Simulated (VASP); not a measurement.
Given:

```xyz
6
Lattice="4.0314 0.0000 0.0000 0.0000 4.0314 0.0000 0.0000 0.0000 2.6129" Properties=species:S:1:pos:R:3 pbc="T T T"
Si     0.0000     0.0000     0.0000
Si     2.0157     2.0157     1.3065
O      1.2215     1.2215     0.0000
O      3.2372     0.7942     1.3065
O      0.7942     3.2372     1.3065
O      2.8099     2.8099     0.0000
```

The numbers are results of LDA (Ceperley-Alder, Perdew-Zunger), VASP's LDA PAW potentials (set 64) (plane waves; VASP), not measurements. Numerical set-up: 620 eV cut-off, 6×6×8 Γ-centred mesh, Gaussian smearing of 0.050 eV, potentials Si O.

**Question.** What does the run give for the energy per atom (σ→0), pressure, band gap (on the k-mesh) with the smallest direct gap where there is one?

**Answer.** 
```json
{
  "band gap (on the k-mesh)": "6.55 eV",
  "smallest direct gap (on the k-mesh)": "6.55 eV",
  "energy per atom (σ→0)": "-8.611 eV/atom",
  "pressure": "30.09 GPa"
}
```

The absolute energy has meaning only against runs of the same code, potentials and settings.

The compound is SiO2 in the rutile structure, stishovite, a high-pressure form. It was relaxed first under an external pressure of 30 GPa.
